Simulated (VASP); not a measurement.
Input:

```xyz
2
Lattice="0.0000 1.7918 1.7918 1.7918 0.0000 1.7918 1.7918 1.7918 0.0000" Properties=species:S:1:pos:R:3 pbc="T T T"
B      0.0000     0.0000     0.0000
N      0.8959     0.8959     0.8959
```

These are LDA (Ceperley-Alder, Perdew-Zunger), VASP's LDA PAW potentials (set 64) (plane waves; VASP) values and carry that method's errors. Numerical set-up: 520 eV cut-off, Gaussian smearing of 0.050 eV, potentials B N.

Give the energies of bands 2 to 7 at the high-symmetry points, in eV from the valence-band maximum.

| band | Γ | X | U | L | W |
|---|---|---|---|---|---|
| 2 | 0.00 | -9.06 | -8.22 | -10.96 | -7.62 |
| 3 | 0.00 | -5.06 | -7.95 | -2.00 | -7.23 |
| 4 | 0.00 | -5.06 | -4.21 | -2.00 | -6.75 |
| 5 | 8.81 | 4.37 | 6.87 | 10.55 | 9.54 |
| 6 | 8.81 | 9.29 | 13.01 | 10.71 | 13.55 |
| 7 | 8.81 | 18.10 | 15.96 | 10.71 | 14.40 |

The gap is indirect, 4.37 eV, from the valence maximum at Γ to the conduction minimum at X.

Measured: gap 6.20 eV at 300 K (computed value off by -1.83 eV), as given by arXiv:1206.3780.

The compound is BN in the zinc blende structure. It was relaxed first.
